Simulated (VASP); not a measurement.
Data:

```xyz
2
Lattice="2.9100 0.0000 0.0000 0.0000 2.9100 0.0000 0.0000 0.0000 2.9100" Properties=species:S:1:pos:R:3 pbc="T T T"
Al     1.4550     1.4550     1.4550
Fe     0.0000     0.0000     0.0000
```

Calculation: TPSS meta-GGA, VASP's PBE PAW potentials (set 64) (plane waves; VASP). Run with 520 eV cut-off, 11×11×11 Γ-centred mesh, first-order Methfessel-Paxton smearing of 0.10 eV, potentials Al Fe.

Energy and stress use the plane-wave basis of the starting cell.

### Question
The ions, cell shape and volume are relaxed. What does this cell relax into?

### Answer

```xyz
2
Lattice="2.8488 0.0000 0.0000 0.0000 2.8488 0.0000 0.0000 0.0000 2.8488" Properties=species:S:1:pos:R:3 pbc="T T T"
Al     1.4244     1.4244     1.4244
Fe     0.0000     0.0000     0.0000
```
Space group Pm-3m (221), at a tolerance of 0.03 Å.

### Question
How do energy and volume change from the first to the last step?

### Answer
The energy (σ→0) changes by -27.0 meV/atom and the volume by -6.2 %, in 3 ionic steps.

```json
[
 {"step": "1", "E(σ→0) (eV)": "-24.4163", "max force (eV/Å)": "0.000", "pressure (GPa)": "-10.60", "volume (Å³)": "24.64"},
 {"step": "2", "E(σ→0) (eV)": "-24.4245", "max force (eV/Å)": "0.000", "pressure (GPa)": "12.32", "volume (Å³)": "21.85"},
 {"step": "3", "E(σ→0) (eV)": "-24.4703", "max force (eV/Å)": "0.000", "pressure (GPa)": "0.07", "volume (Å³)": "23.12"}
]
```

The compound is FeAl in the CsCl type structure. This run relaxes it. Symmetry was kept, so distortions that lower it aren't found. The run is not spin-polarised, so no magnetic state was tried. The electron count is odd and the run is not spin-polarised, which forces a metal.
